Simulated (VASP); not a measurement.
TePb (nc), 2 atoms in the cell. The structure is cubic, space group Fm-3m (No. 225). The conventional cell has a = 6.571 Å, b = 6.571 Å, c = 6.571 Å, α = 90.00°, β = 90.00°, γ = 90.00°. Te (site symmetry m-3m) is surrounded by 6 Pb at 3.29 Å. Around Pb (site symmetry m-3m) lie 6 Te at 3.29 Å. 

```yaml
Program: VASP 6.6.1
Task: phonons
Functional: PBE
Potentials_or_basis: VASP PAW PBE potentials, release 64 (Te, Pb_d)
Cutoff: 520 eV
k_mesh: 8 × 8 × 8
Occupations: gaussian, width 0.01 eV
Spin: no spin polarisation
Dipole_correction: no
Further_INCAR_settings: ALGO = Fast; EDIFF = 1e-08; NBANDS = 17; IBRION = 8; NSW = 1
```

Potentials or basis: VASP PAW PBE potentials, release 64 (Te, Pb_d).

Run with:

```sh
$ cat potpaw_PBE.64/Te/POTCAR potpaw_PBE.64/Pb_d/POTCAR > POTCAR
$ mpirun -np 1 vasp_std > vasp.out
```

Hardware: 1 thread of AMD EPYC 9R45 (Zen 5) (shared host).

Q: Estimate the wall time of this run.

A: Run time: 10 min on 1 thread of AMD EPYC 9R45 (Zen 5) (shared host), peak memory 0.34 GiB. Counts: scf iterations 188, k points 29.
